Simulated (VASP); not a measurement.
# ErO (Pm-3m) in VASP: a series of runs, part 2 of 2

VASP 6.6.1.

## Step 5: Single point, PBEsol+U, collinear spin, ferromagnetic start

The input, INCAR:

```
ALGO = Normal
EDIFF = 1E-6
ENCUT = 520
GGA = PS
ISIF = 2
ISMEAR = 0
ISPIN = 2
LASPH = T
LCHARG = T
LDAU = T
LDAUJ = 0 0
LDAUL = 3 -1
LDAUPRINT = 1
LDAUTYPE = 2
LDAUU = 2 0
LELF = T
LMAXMIX = 6
LORBIT = 11
LREAL = F
LVHAR = T
LWAVE = F
MAGMOM = 3 0
NELM = 100
NUPDOWN = 2
PREC = Accurate
SIGMA = 0.05
```

The input, KPOINTS:

```
k-points
0
Gamma
  7 7 7
```

The input, POSCAR:

```
ErO
1.0
    2.7442915000      0.0000000000      0.0000000000
    0.0000000000      2.7442915000      0.0000000000
    0.0000000000      0.0000000000      2.7442915000
Er O
1 1
Direct
    0.0000000000      0.0000000000      0.0000000000
    0.5000000000      0.5000000000      0.5000000000
```

Potentials or basis: VASP PAW PBE potentials, release 64 (Er, O).

Launch:

```sh
cat potpaw_PBE.64/Er/POTCAR potpaw_PBE.64/O/POTCAR > POTCAR
mpirun -np 1 vasp_std > vasp.out
```

OUTCAR:

```text
EDIFF = 1E-6
   ENCUT = 520
   GGA = PS
   ISIF = 2
   ISMEAR = 0
   ISPIN = 2
   LASPH = T
   LORBIT = 11
   LREAL = F
   NELM = 100
   NUPDOWN = 2
   PREC = Accurate

 ion  position               nearest neighbor table
   1  0.000  0.000  0.000-   2 2.38   2 2.38   2 2.38   2 2.38   2 2.38   2 2.38   2 2.38   2 2.38

   2  0.500  0.500  0.500-   1 2.38   1 2.38   1 2.38   1 2.38   1 2.38   1 2.38   1 2.38   1 2.38

  LATTYP: Found a simple cubic cell.
 ALAT       =     2.7442915000

  Lattice vectors:

 A1 = (   2.7442915000,   0.0000000000,   0.0000000000)
 A2 = (   0.0000000000,   2.7442915000,   0.0000000000)
 A3 = (   0.0000000000,   0.0000000000,   2.7442915000)

Analysis of symmetry for initial positions (statically):
=====================================================================
 Subroutine PRICEL returns:
 Original cell was already a primitive cell.

 Routine SETGRP: Setting up the symmetry group for a
 simple cubic supercell.

 Subroutine GETGRP returns: Found 48 space group operations
 (whereof 48 operations were pure point group operations)
 out of a pool of 48 trial point group operations.

The static configuration has the point symmetry O_h .

Analysis of symmetry for dynamics (positions and initial velocities):
=====================================================================
 Subroutine PRICEL returns:
 Original cell was already a primitive cell.

 Routine SETGRP: Setting up the symmetry group for a
 simple cubic supercell.

 Subroutine GETGRP returns: Found 48 space group operations
 (whereof 48 operations were pure point group operations)
 out of a pool of 48 trial point group operations.

The dynamic configuration has the point symmetry O_h .

[... 191 lines left out ...]

 Free energy of the ion-electron system (eV)
  ---------------------------------------------------
  ext. energy  EPLUGINS =         0.00000000
  ---------------------------------------------------
  free energy    TOTEN  =       -14.00576403 eV

  energy without entropy =      -13.99836071  energy(sigma->0) =      -14.00206237

 E-fermi :   7.5265     XC(G=0): -14.1852

 val. band max:        7.5112780136   @ k =   0.4286   0.4286   0.2857
 cond. band min:       5.7155022428   @ k =   0.0000   0.0000   0.0000
 fundamental gap:     -1.7957757708
 Fermi energy:         5.5665091462

 spin component 1

 k-point     1 :       0.0000    0.0000    0.0000
  band No.  band energies     occupation
      1     -42.2060      1.00000
      2     -15.2301      1.00000
      3     -15.2301      1.00000
      4     -15.2301      1.00000
      5     -13.6591      1.00000
      6       2.8375      1.00000
[... 436 lines left out ...]
      6      -1.2054      1.00000
[... 12 lines left out ...]
     19      18.6416      0.00000
     20      18.6419      0.00000
 Fermi energy:         7.5265121702

 spin component 2

 k-point     1 :       0.0000    0.0000    0.0000
  band No.  band energies     occupation
      1     -41.3618      1.00000
      2     -14.6478      1.00000
      3     -14.6478      1.00000
      4     -14.6478      1.00000
      5     -13.6193      1.00000
      6       3.1414      1.00000
[... 449 lines left out ...]
     19      18.6898      0.00000
     20      18.7401      0.00000

------------------------ aborting loop because EDIFF is reached ----------------------------------------

  FORCE on cell =-STRESS in cart. coord.  units (eV):
  Direction    XX          YY          ZZ          XY          YZ          ZX
  --------------------------------------------------------------------------------------
  -------------------------------------------------------------------------------------
  Total        5.1698386      5.1698386      5.1698386     -0.0000000     -0.0000000      0.0000000
  in kB      400.7715168    400.7715168    400.7715168     -0.0000000     -0.0000000      0.0000000
  external PRESSURE =     400.7715168 kB  Pullay stress =       0.0000000 kB

 VOLUME and BASIS-vectors are now :
 -----------------------------------------------------------------------------
  energy-cutoff  :      520.00
  volume of cell :       20.67
      direct lattice vectors                 reciprocal lattice vectors
     2.744291500  0.000000000  0.000000000     0.364392777  0.000000000  0.000000000
     0.000000000  2.744291500  0.000000000     0.000000000  0.364392777  0.000000000
     0.000000000  0.000000000  2.744291500     0.000000000  0.000000000  0.364392777

 POSITION                                       TOTAL-FORCE (eV/Angst)
 -----------------------------------------------------------------------------------
      0.00000      0.00000      0.00000         0.000000      0.000000      0.000000
      1.37215      1.37215      1.37215         0.000000      0.000000      0.000000
 -----------------------------------------------------------------------------------
    total drift:                               -0.000000      0.000000      0.000000

  FREE ENERGIE OF THE ION-ELECTRON SYSTEM (eV)
  ---------------------------------------------------
  free  energy   TOTEN  =       -14.0057640268 eV

  energy  without entropy=      -13.9983607128  energy(sigma->0) =      -14.00206237

 total charge

# of ion       s       p       d       f       tot
--------------------------------------------------
    1        2.071   5.846   0.658  11.552  20.126
    2        1.550   3.519   0.000   0.000   5.069
--------------------------------------------------
tot          3.620   9.364   0.658  11.552  25.194

 magnetization (x)

# of ion       s       p       d       f       tot
--------------------------------------------------
    1       -0.002  -0.027  -0.183   2.268   2.057
    2        0.001   0.022   0.000   0.000   0.023
--------------------------------------------------
tot         -0.001  -0.005  -0.183   2.268   2.080
```

OSZICAR:

```text
N       E                     dE             d eps       ncg     rms          rms(c)
DAV:   1     0.171371632755E+03    0.17137E+03   -0.11490E+04  2348   0.911E+03
DAV:   2     0.154148596415E+02   -0.15596E+03   -0.14255E+03  2288   0.604E+02
DAV:   3    -0.988256837876E+01   -0.25297E+02   -0.24240E+02  2356   0.184E+02
DAV:   4    -0.134319609829E+02   -0.35494E+01   -0.34733E+01  3060   0.533E+01
DAV:   5    -0.138308129328E+02   -0.39885E+00   -0.39589E+00  2776   0.195E+01    0.385E+01
DAV:   6    -0.139090127715E+02   -0.78200E-01   -0.12341E+01  2656   0.111E+02    0.309E+01
DAV:   7    -0.138153149076E+02    0.93698E-01   -0.72846E+00  2364   0.140E+02    0.248E+01
DAV:   8    -0.138296868147E+02   -0.14372E-01   -0.48685E+00  2420   0.621E+01    0.118E+01
DAV:   9    -0.139578933273E+02   -0.12821E+00   -0.54442E-01  3076   0.308E+01    0.590E+00
DAV:  10    -0.139851521237E+02   -0.27259E-01   -0.36156E-02  3056   0.684E+00    0.333E+00
DAV:  11    -0.140052628608E+02   -0.20111E-01   -0.44292E-02  2552   0.550E+00    0.108E+00
DAV:  12    -0.140055392384E+02   -0.27638E-03   -0.13080E-02  2588   0.417E+00    0.646E-01
DAV:  13    -0.140057429693E+02   -0.20373E-03   -0.12301E-03  3024   0.592E-01    0.396E-01
DAV:  14    -0.140057804120E+02   -0.37443E-04   -0.34852E-04  2816   0.610E-01    0.209E-01
DAV:  15    -0.140057632329E+02    0.17179E-04   -0.22462E-04  2520   0.484E-01    0.665E-02
DAV:  16    -0.140057623652E+02    0.86768E-06   -0.33954E-05  2868   0.154E-01    0.816E-02
DAV:  17    -0.140057636425E+02   -0.12773E-05   -0.50903E-06  2032   0.435E-02    0.583E-02
DAV:  18    -0.140057640268E+02   -0.38424E-06   -0.10115E-06  1372   0.234E-02
   1 F= -.14005764E+02 E0= -.14002062E+02  d E =-.740331E-02  mag=     2.0000
```

Run time: 22 s. Hardware: 1 thread of Intel Xeon 6975P-C (Granite Rapids), shared host; peak memory 0.15 GiB.

What came out:

- Free energy: -14.0058 eV
- Pressure: 40.1 GPa
- Net moment: 2.00 μB per cell
- Site moments: Er +2.06; O +0.02 μB
- Valence electrons inside the program's atomic spheres: Er 20.13; O 5.07

Eigenvalues of the final occupation matrices:
| site | spin | trace | eigenvalues |
| --- | --- | --- | --- |
| site 1 f | 1 | 6.92 | 0.98 0.98 0.98 0.99 0.99 0.99 1.01 |
| site 1 f | 2 | 4.65 | 0.03 0.56 0.56 0.56 0.98 0.98 0.98 |

Caveat: the magnetic or orbital state may not be the lowest; a pressure of tens of GPa on the cell as given is suspect, and the run, the potentials or the cell itself is likely at fault; the PAW data sets were made with another functional, which shifts forces and pressure a little; spin-orbit coupling is left out, which moves the levels of the heavy elements; the total moment is fixed, so each spin has its own Fermi level. The state reached can hang on the start; a lower one may exist.

## Step 6: Summary

| spin | fixed moment (μB) | gap on the mesh (eV) | pressure (GPa) | moment (μB) |
| --- | --- | --- | --- | --- |
| collinear, ferromagnetic start | - | none | 38.7 | 2.20 |
| collinear, zero start | - | none | 38.4 | 0.43 |
| collinear, random start | - | none | 38.1 | 2.20 |
| collinear, ferromagnetic start | 2 | - | 40.1 | 2.00 |

Alike in all rows: task single point; level PBEsol+U; potentials or basis VASP PAW PBE potentials, release 64 (Er, O); Er f U = 2 eV; cell as given; k mesh 7 × 7 × 7; cutoff (eV) 520; smearing gaussian 0.05 eV.

Every run on the cell as given and a fine mesh finds a metal.

Caveats: the magnetic or orbital state may not be the lowest; a pressure of tens of GPa on the cell as given is suspect, and the run, the potentials or the cell itself is likely at fault; the PAW data sets were made with another functional, which shifts forces and pressure a little; spin-orbit coupling is left out, which moves the levels of the heavy elements; the total moment is fixed, so each spin has its own Fermi level (some runs).

Total energies depend on the potentials used, so only differences within one code and one set of settings carry meaning.
